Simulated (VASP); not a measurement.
Consider the following.

```yaml
crystal:
  lattice:
    - [2.28399, -3.95599, 0.00000]
    - [2.28399, 3.95599, 0.00000]
    - [0.00000, 0.00000, 7.24219]
  atoms:
    - { symbol: Mg, position: [0.00000, 0.00000, 0.00000] }
    - { symbol: Mg, position: [0.33333, 0.66667, 0.63369] }
    - { symbol: Mg, position: [0.66667, 0.33333, 0.36631] }
    - { symbol: Sb, position: [0.33333, 0.66667, 0.22841] }
    - { symbol: Sb, position: [0.66667, 0.33333, 0.77159] }
```

Level of theory: r2SCAN meta-GGA, VASP's PBE PAW potentials (set 64) (plane waves; VASP 6.6.1). Settings: 520 eV cut-off, 6×6×4 Γ-centred mesh, tetrahedra with Blöchl corrections, potentials Mg Sb.

Unless said otherwise, spin-orbit coupling is left out, though it shifts the bands of the heavy elements here.

Q: Tabulate the total density of states (states/eV per cell) against energy (eV; zero at the valence-band maximum or, without a gap, the Fermi level).

A: 
| E (eV) | DOS (states/eV) |
|---|---|
| -9.93 | 1.57 |
| -9.34 | 4.28 |
| -8.76 | 0.00 |
| -8.18 | 0.00 |
| -7.59 | 0.00 |
| -7.01 | 0.00 |
| -6.43 | 0.00 |
| -5.84 | 0.00 |
| -5.26 | 0.00 |
| -4.68 | 2.27 |
| -4.10 | 2.15 |
| -3.51 | 1.56 |
| -2.93 | 2.28 |
| -2.44 | 2.73 |
| -1.86 | 3.30 |
| -1.28 | 5.07 |
| -0.69 | 1.48 |
| -0.11 | 0.03 |
| 0.47 | 0.00 |
| 1.06 | 1.16 |
| 1.64 | 1.80 |
| 2.22 | 1.39 |
| 2.80 | 3.96 |
| 3.39 | 3.55 |
| 3.97 | 1.55 |
Within 2 eV below the valence-band maximum the largest weight inside VASP's projection spheres is Sb p.

The compound is Mg3Sb2 in the a-la2o3 structure. It was relaxed first.
